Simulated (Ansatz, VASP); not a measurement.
# Cross-check of Si3N4 between VASP and Ansatz, part 3 of 3

One calculation is typed for both programs; each brings its own data sets. How far apart do they land? The cell is taken from a series of runs on this material, whose earlier steps may have relaxed, scaled, displaced or heated it; both programs get it as it stands.

VASP 6.6.1 and Ansatz 0.2.0.

So far: Set-up; Ansatz: relaxation of cell and atoms, PBE with D3(BJ), pair 1; VASP: relaxation of cell and atoms, PBE with D3(BJ), pair 1; Differences; Ansatz: relaxation of cell and atoms, PBE with D3(BJ), pair 2.

## 6. VASP: relaxation of cell and atoms, PBE with D3(BJ), pair 2

Level of this step: PBE with D3(BJ); plane waves and PAW (Si, N) (VASP).

The same cell, functional and mesh now go to VASP, with its own data sets.

Input file INCAR:

```
SYSTEM = Si3N4
PREC = Accurate
ENCUT = 600
EDIFF = 1E-07
NELM = 120
ISMEAR = 0
SIGMA = 0.01
LREAL = .FALSE.
ALGO = Normal
GGA = PE
IVDW = 12
NBANDS = 46
LORBIT = 11
LWAVE = .FALSE.
LCHARG = .FALSE.
ISIF = 3
IBRION = 2
NSW = 80
EDIFFG = -0.005
LASPH = .TRUE.
GGA_COMPAT = .FALSE.
NELMIN = 4
EFERMI = MIDGAP
KPAR = 4
```

Input file POSCAR:

```
Si3N4
1.0
    7.6186000000      0.0000000000      0.0000000000
   -3.8093000000      6.5979010000      0.0000000000
    0.0000000000      0.0000000000      2.9110670000
Si N
6 8
Direct
    0.7678486238      0.1740964285      0.2500000859
    0.5937522177      0.7678485931      0.7499999141
    0.8259035939      0.5937521645      0.2500000859
    0.2321513762      0.8259035715      0.7499999141
    0.4062477823      0.2321514069      0.2500000859
    0.1740964061      0.4062478355      0.7499999141
    0.0298911401      0.3299261386      0.2500000859
    0.6999650126      0.0298911730      0.7499999141
    0.6700737968      0.6999648828      0.2500000859
    0.9701088599      0.6700738614      0.7499999141
    0.3000349874      0.9701088270      0.2500000859
    0.3299261275      0.3000349657      0.7499999141
    0.6666666414      0.3333332828      0.2500000859
    0.3333333586      0.6666667172      0.7499999141
```

Input file KPOINTS:

```
Automatic mesh
0
Gamma
3 3 8
0 0 0
```

The projector-augmented-wave data sets are Si and N (PBE family, release 64).

Run with:

```bash
> mpirun -np 4 vasp_std
```

Numbers of over 12 decimals in the logs are rounded to 6 here.

Output:

```text
[... set-up lines as in an earlier step ...]
 entering main loop
       N       E                     dE             d eps       ncg     rms          rms(c)
DAV:   1     0.311800915165E+03    0.31180E+03   -0.34215E+04  1380   0.144E+03
DAV:   2    -0.105048067499E+03   -0.41685E+03   -0.39554E+03  1748   0.304E+02
DAV:   3    -0.130815788460E+03   -0.25768E+02   -0.25577E+02  1776   0.792E+01
DAV:   4    -0.131213548949E+03   -0.39776E+00   -0.39640E+00  1736   0.102E+01
[...]
DAV:  14    -0.114525870198E+03   -0.36057E-05   -0.30702E-06  1672   0.943E-03    0.320E-03
DAV:  15    -0.114525871065E+03   -0.86690E-06   -0.18193E-06  1558   0.541E-03    0.214E-03
DAV:  16    -0.114525870999E+03    0.65755E-07   -0.86936E-08  1280   0.164E-03
   1 F= -.11810737E+03 E0= -.11810737E+03  d E =-.118107E+03
[...]
N       E                     dE             d eps       ncg     rms          rms(c)
DAV:   1    -0.114515839207E+03    0.10032E-01   -0.34764E-02  1588   0.948E-01    0.279E-01
[...]
DAV:   8    -0.114514568025E+03   -0.39676E-07   -0.17054E-08   924   0.833E-04
   2 F= -.11810723E+03 E0= -.11810723E+03  d E =0.147979E-03
 trial-energy change:    0.000148  1 .order    0.000165   -0.000897    0.001228
 step:   0.4343(harm=  0.4222)  dis= 0.00009  next Energy=  -118.107571 (dE=-0.196E-03)
[...]
N       E                     dE             d eps       ncg     rms          rms(c)
DAV:   1    -0.114521653736E+03   -0.70858E-02   -0.11124E-02  1564   0.536E-01    0.158E-01
DAV:   2    -0.114521261266E+03    0.39247E-03   -0.10614E-03  1608   0.144E-01    0.518E-02
DAV:   3    -0.114521237572E+03    0.23694E-04   -0.14068E-04  1706   0.524E-02    0.176E-02
DAV:   4    -0.114521232156E+03    0.54159E-05   -0.10151E-05  1688   0.143E-02    0.909E-03
DAV:   5    -0.114521229791E+03    0.23654E-05   -0.13808E-06  1586   0.510E-03    0.370E-03
DAV:   6    -0.114521229146E+03    0.64453E-06   -0.30282E-07  1320   0.275E-03    0.892E-04
DAV:   7    -0.114521228979E+03    0.16678E-06   -0.31560E-08   882   0.114E-03    0.337E-04
DAV:   8    -0.114521228951E+03    0.28470E-07   -0.72807E-09   888   0.467E-04
   3 F= -.11810757E+03 E0= -.11810757E+03  d E =-.196863E-03
[...]
reached required accuracy - stopping structural energy minimisation
```

From OUTCAR (step 6):

```text
 Edisp (eV)   -3.59266

 Edisp (eV)   -3.58634

  Total       0.00458     0.00458     0.01321    -0.00000    -0.00000     0.00000
  in kB       0.05021     0.05021     0.14478    -0.00000    -0.00000     0.00000
  external pressure =        0.08 kB  Pullay stress =        0.00 kB

 POSITION                                       TOTAL-FORCE (eV/Angst)
 -----------------------------------------------------------------------------------
      5.18474      1.14818      0.72740        -0.000541      0.000707     -0.000000
      1.59802      5.06421      2.18220        -0.000883     -0.000115      0.000000
      4.02881      3.91603      0.72740        -0.000342     -0.000822      0.000000
     -1.37698      5.44706      2.18220         0.000541     -0.000707     -0.000000
      2.20975      1.53104      0.72740         0.000883      0.000115     -0.000000
     -0.22104      2.67922      2.18220         0.000342      0.000822      0.000000
     -1.02866      2.17596      0.72740        -0.003269     -0.001179      0.000000
      5.21676      0.19713      2.18220        -0.000614     -0.003421      0.000000
      2.43766      4.61641      0.72740         0.002656     -0.002242      0.000000
      4.83643      4.41928      2.18220         0.003269      0.001179     -0.000000
     -1.40900      6.39811      0.72740         0.000614      0.003421      0.000000
      1.37011      1.97883      2.18220        -0.002656      0.002242     -0.000000
      3.80777      2.19841      0.72740        -0.000000     -0.000000     -0.000000
     -0.00000      4.39683      2.18220        -0.000000      0.000000      0.000000
 -----------------------------------------------------------------------------------
    total drift:                               -0.000539      0.001366     -0.000965

  FREE ENERGIE OF THE ION-ELECTRON SYSTEM (eV)
  ---------------------------------------------------
  free  energy   TOTEN  =      -118.1075717916 eV

  energy  without entropy=     -118.1075717916  energy(sigma->0) =     -118.10757179

[... 2 parts as in an earlier step ...]

[... 2 further parts left out ...]
[key lines of the parts left out:]
E-fermi :   8.8798
```

## 7. Comparison

What differs besides the data sets and the points named for the pairs above, as far as they apply: fixed occupations in Ansatz, narrow Gaussian smearing in VASP. Total energies have different zeros and are not compared.

The two programs side by side:

```csv
quantity,Ansatz,VASP,difference
volume (Å³),146.34,146.14,+0.14 %
"edge a after relaxation, in the typed setting (Å)",7.619,7.615,+0.04 %
"edge c after relaxation, in the typed setting (Å)",2.911,2.910,+0.05 %
```

## 8. VASP: zone-centre phonons, PBE with D3(BJ)

Second derivatives magnify differences that forces hide, and they need a tight electronic threshold.

Input file INCAR:

```
SYSTEM = Si3N4
PREC = Accurate
ENCUT = 600
EDIFF = 1E-08
NELM = 120
ISMEAR = 0
SIGMA = 0.01
LREAL = .FALSE.
ALGO = Normal
GGA = PE
IVDW = 12
NBANDS = 46
LORBIT = 11
LWAVE = .FALSE.
LCHARG = .FALSE.
ISIF = 2
IBRION = 6
NFREE = 2
POTIM = 0.015
NSW = 1
LASPH = .TRUE.
GGA_COMPAT = .FALSE.
EFERMI = MIDGAP
KPAR = 4
```

Input file POSCAR:

```
Si3N4
1.0
    7.6188495330      0.0000000000      0.0000000000
   -3.8094247665      6.5981172432      0.0000000000
    0.0000000000      0.0000000000      2.9111381428
Si N
6 8
Direct
    0.7678223005      0.1740673352      0.2500000000
    0.5937549654      0.7678223005      0.7500000000
    0.8259326648      0.5937549654      0.2500000000
    0.2321776995      0.8259326648      0.7500000000
    0.4062450346      0.2321776995      0.2500000000
    0.1740673352      0.4062450346      0.7500000000
    0.0298746157      0.3299437190      0.2500000000
    0.6999308967      0.0298746157      0.7500000000
    0.6700562810      0.6999308967      0.2500000000
    0.9701253843      0.6700562810      0.7500000000
    0.3000691033      0.9701253843      0.2500000000
    0.3299437190      0.3000691033      0.7500000000
    0.6666666667      0.3333333333      0.2500000000
    0.3333333333      0.6666666667      0.7500000000
```

KPOINTS is that of step 6.

Run with:

```bash
> mpirun -np 4 vasp_std
```

Output:

```text
[... set-up lines as in an earlier step ...]
 entering main loop
       N       E                     dE             d eps       ncg     rms          rms(c)
DAV:   1     0.311778213000E+03    0.31178E+03   -0.34213E+04  1380   0.144E+03
DAV:   2    -0.105046261445E+03   -0.41682E+03   -0.39552E+03  1748   0.303E+02
DAV:   3    -0.130813943966E+03   -0.25768E+02   -0.25577E+02  1776   0.792E+01
DAV:   4    -0.131211765727E+03   -0.39782E+00   -0.39646E+00  1736   0.102E+01
[...]
DAV:  17    -0.114526163321E+03    0.29991E-07   -0.17572E-08  1284   0.617E-04    0.215E-04
DAV:  18    -0.114526163307E+03    0.13792E-07   -0.30222E-09  1184   0.312E-04    0.903E-05
DAV:  19    -0.114526163311E+03   -0.44429E-08   -0.13586E-09   942   0.216E-04
   1 F= -.11810735E+03 E0= -.11810735E+03  d E =0.000000E+00
[... from here on, the cycles between the ionic steps are left out ...]
   2 F= -.11810361E+03 E0= -.11810361E+03  d E =0.000000E+00
   3 F= -.11810354E+03 E0= -.11810354E+03  d E =0.000000E+00
   9 F= -.11810388E+03 E0= -.11810388E+03  d E =0.000000E+00
  10 F= -.11810526E+03 E0= -.11810526E+03  d E =0.000000E+00
  11 F= -.11810531E+03 E0= -.11810531E+03  d E =0.000000E+00
  12 F= -.11810417E+03 E0= -.11810417E+03  d E =0.000000E+00
  13 F= -.11810417E+03 E0= -.11810417E+03  d E =0.000000E+00
  14 F= -.11810304E+03 E0= -.11810304E+03  d E =0.000000E+00
  15 F= -.11810299E+03 E0= -.11810299E+03  d E =0.000000E+00
  16 F= -.11810669E+03 E0= -.11810669E+03  d E =0.000000E+00
  17 F= -.11810669E+03 E0= -.11810669E+03  d E =0.000000E+00
 Finite differences progress:
  Degree of freedom:   8/  8
  Displacement:        2/  2
  Total:              16/ 16
```

Parts of OUTCAR (step 8):

```text
 Edisp (eV)   -3.58118

[... 1 part as in an earlier step ...]

[... 1 further part left out ...]
[key lines of the parts left out:]
E-fermi :   8.8616
```

Levels, forces or a CONTCAR printed for this step are those of its last displaced cell, not of the structure at rest.

## 9. Ansatz: zone-centre phonons, PBE with D3(BJ)

The same cell, functional and mesh now go to Ansatz, which takes its cutoff from its data sets.

The cell is taken from a series of runs on this material, whose earlier steps may have relaxed, scaled, displaced or heated it; both programs get it as it stands.

Input file input.yaml:

```yaml
crystal:
  lattice:
    - [7.618849533, 0.0, 0.0]
    - [-3.8094247665, 6.5981172432, 0.0]
    - [0.0, 0.0, 2.9111381428]
  atoms:
    - { symbol: Si, position: [0.7678223005, 0.1740673352, 0.25] }
    - { symbol: Si, position: [0.5937549654, 0.7678223005, 0.75] }
    - { symbol: Si, position: [0.8259326648, 0.5937549654, 0.25] }
    - { symbol: Si, position: [0.2321776995, 0.8259326648, 0.75] }
    - { symbol: Si, position: [0.4062450346, 0.2321776995, 0.25] }
    - { symbol: Si, position: [0.1740673352, 0.4062450346, 0.75] }
    - { symbol: "N", position: [0.0298746157, 0.329943719, 0.25] }
    - { symbol: "N", position: [0.6999308967, 0.0298746157, 0.75] }
    - { symbol: "N", position: [0.670056281, 0.6999308967, 0.25] }
    - { symbol: "N", position: [0.9701253843, 0.670056281, 0.75] }
    - { symbol: "N", position: [0.3000691033, 0.9701253843, 0.25] }
    - { symbol: "N", position: [0.329943719, 0.3000691033, 0.75] }
    - { symbol: "N", position: [0.6666666667, 0.3333333333, 0.25] }
    - { symbol: "N", position: [0.3333333333, 0.6666666667, 0.75] }
kpoints:
  mp_grid: { grid: [3, 3, 8] }
hamiltonian:
  xc: pbe
  dispersion: d3bj
  pseudopotentials: { kind: paw, azcp: { folder: soft_1 } }
scf:
  occupations: { method: fixed }
output:
  eigenvalues: true
phonons:
  method: dfpt
```

Run with:

```bash
> ansatz run input.yaml --threads 4 --pin off --max-ram 8192MiB --backend cpu --events-out ev --progress --plain --runs-dir out
```

Output:

```text
zone centre: on kpoints.mp_grid the ground state, and the responses unless they are solved on pairs of k-points, stand on 25 of the mesh's 72 k-points, reduced under 2 symmetry operations, with k and −k counted as one. Each operation leaves every solved displacement unchanged or reverses it
[...]
Crystal: 14 atoms, lattice volume = 146.343 Å³
[...]
Γ frequencies (cm⁻¹): 0.00 0.00 0.00 173.90 173.90 198.08 218.69 218.69 233.48 260.75 295.79 295.79 352.30 390.73 409.93 409.93 431.25 431.25 447.03 543.03 551.79 551.79 604.59 604.59 642.33 711.63 843.40 853.41 853.41 857.57 857.57 872.07 882.29 882.29 915.28 915.28 925.49 1015.64 1015.64 1026.68 1026.68 1046.89
  non-analytic LO–TO correction: not included (Born effective charges unavailable; polar crystals: no LO–TO splitting at Γ)
[key lines of the parts left out:]
SCF converged after 11 iterations
Free energy (F): -6905.379628 eV
Fermi energy:    8.209176 eV
```

## 10. Differences

What differs besides the data sets and the points named for the pairs above, as far as they apply: Ansatz takes the dispersion share of the force constants at frozen C6 weights, VASP differentiates the full forces; VASP uses finite displacements, Ansatz perturbation theory. Total energies have different zeros and are not compared.

Compared:

```
                    quantity  Ansatz    VASP  difference
  optical mode 1 to 2 (cm⁻¹)   173.9   174.6     -0.37 %
       optical mode 3 (cm⁻¹)   198.1   198.7     -0.29 %
  optical mode 4 to 5 (cm⁻¹)   218.7   219.4     -0.30 %
       optical mode 6 (cm⁻¹)   233.5   235.4     -0.84 %
       optical mode 7 (cm⁻¹)   260.8   261.6     -0.33 %
  optical mode 8 to 9 (cm⁻¹)   295.8   296.9     -0.36 %
      optical mode 10 (cm⁻¹)   352.3   354.4     -0.59 %
      optical mode 11 (cm⁻¹)   390.7   392.8     -0.54 %
optical mode 12 to 13 (cm⁻¹)   409.9   412.0     -0.50 %
optical mode 14 to 15 (cm⁻¹)   431.2   433.2     -0.46 %
      optical mode 16 (cm⁻¹)   447.0   448.6     -0.35 %
      optical mode 17 (cm⁻¹)   543.0   543.6     -0.10 %
optical mode 18 to 19 (cm⁻¹)   551.8   553.2     -0.26 %
optical mode 20 to 21 (cm⁻¹)   604.6   605.2     -0.09 %
      optical mode 22 (cm⁻¹)   642.3   642.1     +0.04 %
      optical mode 23 (cm⁻¹)   711.6   712.7     -0.14 %
      optical mode 24 (cm⁻¹)   843.4   845.5     -0.24 %
optical mode 25 to 26 (cm⁻¹)   853.4   855.6     -0.25 %
optical mode 27 to 28 (cm⁻¹)   857.6   859.9     -0.28 %
      optical mode 29 (cm⁻¹)   872.1   874.5     -0.28 %
optical mode 30 to 31 (cm⁻¹)   882.3   884.7     -0.28 %
optical mode 32 to 33 (cm⁻¹)   915.3   917.8     -0.28 %
      optical mode 34 (cm⁻¹)   925.5   927.4     -0.21 %
optical mode 35 to 36 (cm⁻¹)  1015.6  1015.3     +0.03 %
optical mode 37 to 38 (cm⁻¹)  1026.7  1025.9     +0.08 %
      optical mode 39 (cm⁻¹)  1046.9  1045.9     +0.09 %
```

Modes are paired by rising frequency, not by their patterns, so a pair may set unlike modes beside each other; they are those without the splitting of longitudinal modes.

## 11. Results

* difference in volume (relaxation of cell and atoms, PBE with D3(BJ), pair 1): 0.13 %
* difference in volume (relaxation of cell and atoms, PBE with D3(BJ), pair 2): 0.14 %
* r.m.s. difference of the optical zone-centre modes, each program's sorted by frequency (zone-centre phonons, PBE with D3(BJ)): 1.6 cm⁻¹
* difference in optical mode 6 (zone-centre phonons, PBE with D3(BJ)): -0.8 %

In words: The difference in volume is 0.14 % (relaxation of cell and atoms, PBE with D3(BJ), pair 2), within the 1.2 % picked in this series as the mark of a large difference, as far as the stopping tolerances let one tell. Among the rows given in per cent, the largest difference of the zone-centre phonons, PBE with D3(BJ) pair is in optical mode 6, -0.8 %. How closely two codes agree says nothing of how well the functional describes the real material.

[Lines on the potential files, build, host, timing and source positions are cut from VASP's logs without a mark.]

[Logs are printed without paths, hosts, clocks, repeated set-up lines and the standing remarks that a program may print on its own settings, such as how far it seeks lower states.]

[Hosts, paths, dates, database ids (printed as entryN), source tags and the programs' standing remarks are cut or masked in the printed files.]
